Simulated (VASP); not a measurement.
The input files of a VASP run:

KPOINTS:
```
Automatic
0
G
  7 7 2
0 0 0
```

POSCAR:
```
BN
1
    2.6253830000     0.0000000000     0.0000000000
   -1.3126920000     2.2736490000     0.0000000000
    0.0000000000     0.0000000000    12.8826470000
B N
6 6
Direct
  0.0000000000   0.0000000000   0.0000000000
  0.0000000000   0.0000000000   0.5000000000
  0.6666670000   0.3333330000   0.8332500000
  0.3333330000   0.6666670000   0.3332500000
  0.6666670000   0.3333330000   0.1665000000
  0.3333330000   0.6666670000   0.6665000000
  0.0000000000   0.0000000000   0.8746000000
  0.0000000000   0.0000000000   0.3746000000
  0.6666670000   0.3333330000   0.7078500000
  0.3333330000   0.6666670000   0.2078500000
  0.6666670000   0.3333330000   0.0415000000
  0.3333330000   0.6666670000   0.5415000000
```

**INCAR**
```
SYSTEM=BN
PREC=Accurate; ENCUT=400; LREAL=F
LASPH=T
EDIFF=1E-6; NELM=100; ALGO=Normal
ISMEAR=-1; SIGMA=0.8
GGA=PE
ISIF=2
LWAVE=F; LCHARG=F
```

POTCAR, in this order: B N (PBE.64 set). Program: vasp_std.

**Question.** Write an equivalent input for Quantum ESPRESSO's pw.x.

**Answer.** One equivalent input (not run):
```
&CONTROL
  calculation = 'scf'
  pseudo_dir = './pseudo'
  outdir = './out'
  tprnfor = .true.
  tstress = .true.
/
&SYSTEM
  ibrav = 0
  nat = 12
  ntyp = 2
  ecutwfc = 84
  occupations = 'smearing'
  smearing = 'fermi-dirac'
  degauss = 0.0588
  input_dft = 'pbe'
/
&ELECTRONS
  conv_thr = 7.3e-08
  electron_maxstep = 100
/
ATOMIC_SPECIES
  B 10.810 B.upf
  N 14.007 N.upf
CELL_PARAMETERS angstrom
     2.6253830    0.0000000    0.0000000
    -1.3126920    2.2736490    0.0000000
     0.0000000    0.0000000   12.8826470
ATOMIC_POSITIONS crystal
  B    0.0000000  0.0000000  0.0000000
  B    0.0000000  0.0000000  0.5000000
  B    0.6666670  0.3333330  0.8332500
  B    0.3333330  0.6666670  0.3332500
  B    0.6666670  0.3333330  0.1665000
  B    0.3333330  0.6666670  0.6665000
  N    0.0000000  0.0000000  0.8746000
  N    0.0000000  0.0000000  0.3746000
  N    0.6666670  0.3333330  0.7078500
  N    0.3333330  0.6666670  0.2078500
  N    0.6666670  0.3333330  0.0415000
  N    0.3333330  0.6666670  0.5415000
K_POINTS automatic
  7 7 2 0 0 0
```
The two are equivalent in intent, not identical: the potentials are each code's own (VASP's PAW set, PseudoDojo norm-conserving files in pw.x), so ENCUT and ecutwfc are chosen apart and not converted; conv_thr bounds pw.x's estimated SCF error, while EDIFF bounds the energy change between steps.

The structure was generated: BN was put into an ordered model structure, which need not be its known phase. The cell was not relaxed at this level. The run is one of a series of settings (SIGMA = 0.8 against the base run), some of them coarse on purpose.
